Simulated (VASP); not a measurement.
OSZICAR of a VASP run on CSi₆₂:

File OSZICAR:
```
       N       E                     dE             d eps       ncg     rms          rms(c)
DAV:   1    -0.390099866475E+03   -0.39010E+03   -0.12684E+01   316   0.807E+00    0.188E+01
DAV:   2    -0.390200067678E+03   -0.10020E+00   -0.36695E-01   354   0.133E+00    0.122E+01
DAV:   3    -0.390178590312E+03    0.21477E-01   -0.56557E-02   394   0.519E-01    0.737E+00
DAV:   4    -0.390174676933E+03    0.39134E-02   -0.24696E-02   354   0.274E-01    0.428E+00
DAV:   5    -0.390171747372E+03    0.29296E-02   -0.16056E-03   354   0.995E-02    0.249E+00
DAV:   6    -0.390170839202E+03    0.90817E-03   -0.28429E-03   338   0.938E-02    0.141E+00
DAV:   7    -0.390170619262E+03    0.21994E-03   -0.49084E-04   338   0.447E-02    0.806E-01
DAV:   8    -0.390170507271E+03    0.11199E-03   -0.13690E-04   410   0.259E-02    0.458E-01
DAV:   9    -0.390170498908E+03    0.83631E-05   -0.12018E-04   354   0.172E-02    0.255E-01
DAV:  10    -0.390170491720E+03    0.71883E-05   -0.78901E-06   194   0.774E-03
   1 F= -.39017049E+03 E0= -.39017049E+03  d E =-.317238E-13
```

Problem. Which electronic solver shows in the log?

Solution. It is blocked Davidson (ALGO = Normal, or the opening steps of other solvers). The INCAR had ALGO = Normal.

Problem. Can the final energy be trusted as converged?

Solution. The calculation finished and met its thresholds. It stopped with EDIFF = 1E-5, NELM = 50 (HSE06 screened hybrid, plane waves, VASP's PBE PAW potentials (set 64)).  The supercell is sampled at Γ alone, which is coarse: total energies, pressure and levels can be off, energies of defects by several tenths of an eV.

The cell is a supercell with a defect, built from Si (diamond): C_Si-vac_Si. The cell's shape comes from a PBE relaxation. The run is not spin-polarised, so no state with unpaired spins was tried.
